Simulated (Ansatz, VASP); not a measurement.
# Cross-check of CO2 between VASP and Ansatz, part 2 of 2

Wanted: the spread between two codes on one cell, functional and k mesh. The cell is taken from a series of runs on this material, whose earlier steps may have relaxed, scaled, displaced or heated it; both programs get it as it stands. Other levels of theory on this material are compared in a session of their own.

VASP 6.6.1 and Ansatz 0.2.0.

So far. Step 2 (VASP: single point, r2SCAN): The run ends at a pressure of -0.12 GPa, with forces up to 0.018 eV/Å.

### 3. Ansatz: single point, r2SCAN

Level of this step: Ansatz beside VASP: Kohn-Sham DFT, plane waves, r2SCAN (Ansatz).

Ansatz runs on its PAW soft_1 files.

The same cell, functional and mesh now go to Ansatz, which takes its cutoff from its data sets.

input.yaml reads:

```yaml
crystal:
  lattice:
    - [5.49707328, 0.0, 0.0]
    - [0.0, 5.49707328, 0.0]
    - [0.0, 0.0, 5.49707328]
  atoms:
    - { symbol: C, position: [0.0, 0.0, 0.0] }
    - { symbol: C, position: [0.5, 0.0, 0.5] }
    - { symbol: C, position: [0.5, 0.5, 0.0] }
    - { symbol: C, position: [0.0, 0.5, 0.5] }
    - { symbol: O, position: [0.12253698, 0.12253698, 0.12253698] }
    - { symbol: O, position: [0.37746302, 0.87746302, 0.62253698] }
    - { symbol: O, position: [0.62253698, 0.37746302, 0.87746302] }
    - { symbol: O, position: [0.87746302, 0.62253698, 0.37746302] }
    - { symbol: O, position: [0.87746302, 0.87746302, 0.87746302] }
    - { symbol: O, position: [0.62253698, 0.12253698, 0.37746302] }
    - { symbol: O, position: [0.37746302, 0.62253698, 0.12253698] }
    - { symbol: O, position: [0.12253698, 0.37746302, 0.62253698] }
kpoints:
  mp_grid: { grid: [4, 4, 4] }
  band_path:
    path:
      - [0.0, 0.0, 0.0]
      - [0.0, 0.5, 0.0]
      - [0.5, 0.5, 0.0]
      - [0.5, 0.5, 0.5]
      - [0.5, 0.0, 0.0]
    npoints: 1
hamiltonian:
  xc: r2scan
  pseudopotentials: { kind: paw, azcp: { folder: soft_1 } }
scf:
  occupations: { method: fixed }
  n_extra_bands: 8
output:
  eigenvalues: true
  forces: true
  stress: true
```

The run is started by

```console
> ansatz run input.yaml --threads 4 --pin off --max-ram 138240MiB --backend cuda --events-out ev --progress --plain --runs-dir out --devices 1 --max-vram 26GiB
```

Numbers of over 12 decimals in the logs are rounded to 6 here.

Output:

```text
scf.n_extra_bands = 8 over 32 filled bands (N_el = 64.0): the run solves 40 bands
GPUs: using 1 of 1 available (devices: 1).
Engine: ansatz 0.2.0, x86_64-unknown-linux-gnu
Pseudopotentials: kind: paw
Pseudopotential: C, paw, valence charge 4, recommended cutoff 500 eV (meta_gga), soft_1/C.paw.azcp
Pseudopotential: O, paw, valence charge 6, recommended cutoff 500 eV (meta_gga), soft_1/O.paw.azcp
Functional definition: r2SCAN
  parameter k0 = 0.174
  parameter k1 = 0.065
  parameter a1 = 4.9479
  exchange = r2scan_x(k0 = k0, k1 = k1, a1 = a1)
  correlation = r2scan_c
device memory: the entry about to start is reckoned to put 5.0 GiB on a device that reports 40.5 GiB free (of which the cap on the GPU budget leaves the run 26.0 GiB)
GPU FFT provider: cuFFT
GPU libraries: cuBLAS 13.8.2, cuFFT 12.4.0, cuSOLVER 12.3.4
Crystal: 12 atoms, lattice volume = 166.110 Å³
Basis set: ecut = 500 eV, 4169 PW (Γ), exchange–correlation on 180×180×180 points (64 copies of the dense FFT grid, shifted against one another)
Bands: 40, of which v1, the nominal top of the filled ones, is band 32 counted from 1 (31 counted from 0)
Symmetry: 24 space group operations
Space group: Pa-3 (ITA 205), of the structure as read, at distance tolerance 5.5e-5 Å
k-points: 11 of 64
Non-local potential: C, projectors of the file, l = 0: 2, l = 1: 2, l = 2: 1
Non-local potential: O, projectors of the file, l = 0: 2, l = 1: 2, l = 2: 1
PAW form: soft (Blöchl's): semilocal exchange-correlation on the pseudo side does not see the compensation charge
PAW frozen core: C, regenerated for the run's functional (the file was generated under x = pbe(κ = 0.804, μ = 0.219515), c = pbe(β = 0.066725))
PAW frozen core: O, regenerated for the run's functional (the file was generated under x = pbe(κ = 0.804, μ = 0.219515), c = pbe(β = 0.066725))
PAW one-centre angular grid: C, 302 points (default); XC on 219 of its mesh's 2255 points in the sphere
PAW one-centre angular grid: O, 302 points (default); XC on 160 Gauss nodes
Initial density: superposition of atomic densities (chi_scale 0.1, normalization cell, long waves kept (reshape's long-wave potential 0.02 eV rms))
Initial wavefunctions: pseudopotential atomic-orbital guess
GPU buffer pool allocated for 91125 grid points (all kernels)
GPU transforms: local potential and band sums: pruned to the plane-wave sphere, on 45×45×45
Functional: x = r2scan, c = r2scan; τ floored in thin density (d = 2e-4 eV/Å³)
SCF iter   1: F=—  HF=-5553.737949 eV  |F-HF|=—  |Δ(HF+E_count)|=         —  Δρ=9.81e-2  dr2=1.16e1  dr2_τ=2.94e0  ethr=3.10e-3  ⟨swp⟩=4.1  Hψ=1873  notcnv=0  defer=40
preconditioner: auto → Resta (q_TF=auto, 2.327 Å⁻¹)  ε∞=2.8  [insulator: Δε(μ)=8.365 eV  Ē_g=17.035 eV  n_scr=32 (ndim 8)  ℏωp=23.0 eV  f_vac=0.065  ε∞_Penn≈2.8]
SCF iter   2: F=—  HF=-5551.081512 eV  |F-HF|=—  |Δ(HF+E_count)|=    2.66e0  Δρ=4.20e-2  dr2=1.44e0  dr2_τ=2.88e-1  ethr=3.10e-3  ⟨swp⟩=2.9  Hψ=957  notcnv=0  defer=55
SCF iter   3: F=—  HF=-5550.954792 eV  |F-HF|=—  |Δ(HF+E_count)|=   1.27e-1  Δρ=1.66e-2  dr2=3.15e-1  dr2_τ=2.85e-2  ethr=2.26e-3  ⟨swp⟩=2.4  Hψ=681  notcnv=0  defer=40
SCF iter   4: F=—  HF=-5550.941201 eV  |F-HF|=—  |Δ(HF+E_count)|=   1.36e-2  Δρ=3.98e-3  dr2=1.08e-2  dr2_τ=1.97e-3  ethr=4.92e-4  ⟨swp⟩=2.2  Hψ=779  notcnv=0  defer=56
SCF iter   5: F=—  HF=-5550.947716 eV  |F-HF|=—  |Δ(HF+E_count)|=   6.52e-3  Δρ=5.47e-4  dr2=4.78e-4  dr2_τ=3.32e-5  ethr=1.69e-5  ⟨swp⟩=2.4  Hψ=747  notcnv=0  defer=58
SCF iter   6: F=—  HF=-5550.947839 eV  |F-HF|=—  |Δ(HF+E_count)|=   1.23e-4  Δρ=1.53e-4  dr2=2.22e-5  dr2_τ=3.57e-6  ethr=7.47e-7  ⟨swp⟩=2.0  Hψ=786  notcnv=0  defer=58
SCF iter   7: F=—  HF=-5550.947939 eV  |F-HF|=—  |Δ(HF+E_count)|=   9.96e-5  Δρ=1.60e-5  dr2=2.23e-7  dr2_τ=2.24e-8  ethr=3.46e-8  ⟨swp⟩=2.3  Hψ=853  notcnv=0  defer=41
SCF iter   8: F=-5550.947939 eV  HF=-5550.947939 eV  |F-HF|=2.68e-8  |Δ(HF+E_count)|=   1.72e-7  Δρ=6.30e-6  dr2=4.45e-8  dr2_τ=3.23e-9  ethr=1.56e-10  ⟨swp⟩=12.2  Hψ=2299  notcnv=0
SCF 1 converged in 8 iterations: F = -5550.947939 eV  dr2 = 4.45e-8
  greatest PAW one-centre occupation: 0.888 electrons in one spin orbital (limit 2), on the O atom at site 11 (counted from 0), in its partial waves of l = 0
concurrent solve slots: 3 of 4 are kept, ahead of what memory takes: no pass of the eigensolver takes more rounds on 3
device memory: the entry about to start is reckoned to put 2.2 GiB on a device that reports 40.5 GiB free (of which the cap on the GPU budget leaves the run 26.0 GiB)
NSCF: frozen V_eff on 5 k-points
SCF converged after 8 iterations
Free energy (F): -5550.947939 eV
Harris-Foulkes:  -5550.947939 eV  (|F-HF|=2.68e-8)
Internal energy: -5550.947939 eV  (E = F + TS)
E sigma→0 (E₀):  -5550.947939 eV
Fermi energy:    -2.131973 eV
--- Per-component energies (eV) ---
  E_band       = -622.445331
  E_kinetic    = 1684.912597
  E_local      = -4590.869904  (includes V_loc(G=0)·N_el)
  E_nonlocal   = 512.359439
  E_hartree    = 1572.354229
  E_xc         = -735.219395
  E_vxc        = -1055.740423  (∫ρ·V_xc dr)
  E_paw        = -1724.456572  (= ΣΔE_a)
  E_vpaw       = -390.849593  (= ΣTr[D̂ρ^β])
  E_aug_tail   = 0.002184  (compensation charges beyond the density's cutoff)
  E_vtau       = 73.019113  (kinetic-family band-sum trace: ∫τ·v_τ [+ j·A + Jᵃ·Aᵃ] dr)
  E_ewald      = -2269.675893
  E_core_change = -0.354625  (= ΣΔE_core)
  E_smearing   = -0.000000  (= −TS)
  E_closure    = 0.000000  (closes the sum)
  Σ components = -5550.947939   (vs F -5550.947939, Δ=0.00e0)
--- Forces (eV/Å), atoms counted from 1 ---
  atom   1  C      0.00000000    -0.00000000    -0.00000000
  atom   2  C      0.00000000    -0.00000000    -0.00000000
  atom   3  C      0.00000000    -0.00000000     0.00000000
  atom   4  C      0.00000000    -0.00000000    -0.00000000
  atom   5  O     -0.42585242    -0.42585242    -0.42585242
  atom   6  O      0.42585242     0.42585242    -0.42585242
  atom   7  O     -0.42585242     0.42585242     0.42585242
  atom   8  O      0.42585242    -0.42585242     0.42585242
  atom   9  O      0.42585242     0.42585242     0.42585242
  atom  10  O     -0.42585242    -0.42585242     0.42585242
  atom  11  O      0.42585242    -0.42585242    -0.42585242
  atom  12  O     -0.42585242     0.42585242    -0.42585242
  max |Σ_I F_I| component: 1.67e-16 eV/Å
--- Stress (GPa, compression-positive) ---
       -1.730064       0.000000       0.000000
        0.000000      -1.730064       0.000000
        0.000000       0.000000      -1.730064
  P = ⅓ Tr σ = -1.7301 GPa (-17.301 kbar)
--- Band table (eV; the first three rows and the last of 11) ---
  k-point 0: bands = [... 28 lower, -2.3613, -2.3613, -2.1320, -2.1320, 5.3621, 6.5206, 6.5206, 6.5206, ... 4 higher]
  k-point 1: bands = [... 28 lower, -2.3977, -2.3106, -2.2505, -2.1516, 5.7955, 6.4591, 6.6198, 6.6600, ... 4 higher]
  k-point 2: bands = [... 28 lower, -2.4795, -2.4795, -2.2159, -2.2159, 6.4641, 6.4641, 6.7307, 6.7307, ... 4 higher]
  k-point 10: bands = [... 28 lower, -2.4985, -2.4985, -2.4985, -2.4985, 6.4440, 6.4440, 6.4440, 6.4440, ... 4 higher]
```

### 4. Differences

Known differences besides the potentials themselves: VASP keeps PBE cores, Ansatz makes them for the functional; fixed occupations in Ansatz, narrow Gaussian smearing in VASP; the cutoff is 500 eV in Ansatz and 660 eV in VASP. Total energies have different zeros and are not compared.

Compared:

```tsv
quantity	Ansatz	VASP	difference
pressure (GPa)	-1.73	-0.12	-1.61
gap on the k mesh (eV)	7.494	7.473	+0.022
```

At this near-relaxed geometry the largest component of a force difference is 415 meV/Å. A gap on the mesh is an upper bound, since the band edges may lie between its points.

### 5. What came out

* r.m.s. force difference (single point, r2SCAN): 339 meV/Å
* difference in pressure (single point, r2SCAN): -1.6 GPa

The r.m.s. force difference is 339 meV/Å (single point, r2SCAN), beyond the 12 meV/Å picked in this series as the mark of a large difference. By the marks of this series, far apart in the single point, r2SCAN pair: the r.m.s. force difference, 339 meV/Å and the difference in pressure, -1.6 GPa. What causes the difference of the single point, r2SCAN pair stays open here. 3 further runs of this series are not shown here. Such differences can come from data sets, numerical settings and the points named under the comparisons, not from the functional's error against experiment.

[Lines on the potential files, build, host, timing and source positions are cut from VASP's logs without a mark.]

[Logs are printed without paths, hosts, clocks, repeated set-up lines and the standing remarks that a program may print on its own settings, such as how far it seeks lower states.]

[Hosts, paths, dates, database ids (printed as entryN), source tags and the programs' standing remarks are cut or masked in the printed files.]
